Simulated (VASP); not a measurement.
Given:

```xyz
3
Lattice="3.9711 0.0000 0.0000 -1.9856 3.4391 0.0000 0.0000 0.0000 2.4153" Properties=species:S:1:pos:R:3 pbc="T T T"
Co     0.0000     0.0000     0.0000
Co     0.0000     2.2927     1.2077
Co     1.9856     1.1464     1.2077
```
Starting moments (μB, in the order of the record's atoms Co Co Co): 3.0 3.0 3.0.

Computed with PBE GGA, VASP's PBE PAW potentials (set 64) (plane waves; VASP 6.6.1). Run with 300 eV cut-off, 7×7×10 Γ-centred mesh, Fermi-Dirac smearing of 0.10 eV, potentials Co.

Problem. Estimate the cell moment, energy per atom (σ→0), band gap (on the k-mesh) with the smallest direct gap where there is one.

Solution. 
```yaml
band gap (on the k-mesh): none (metal, semimetal or under 0.01 eV)
cell_moment: 4.95 μB
energy per atom (σ→0): -6.963 eV/atom
```

Problem. Give the moment on each site (PAW-sphere projection).

Solution. 
```
site  moment (μB)
----  -----------
Co1          1.64
Co2          1.68
Co3          1.68
```

Total energies compare only between runs with the same potentials, cut-off and functional.

The structure was generated: Co was put into an ordered model structure, which need not be its known phase. The cell was not relaxed at this level.
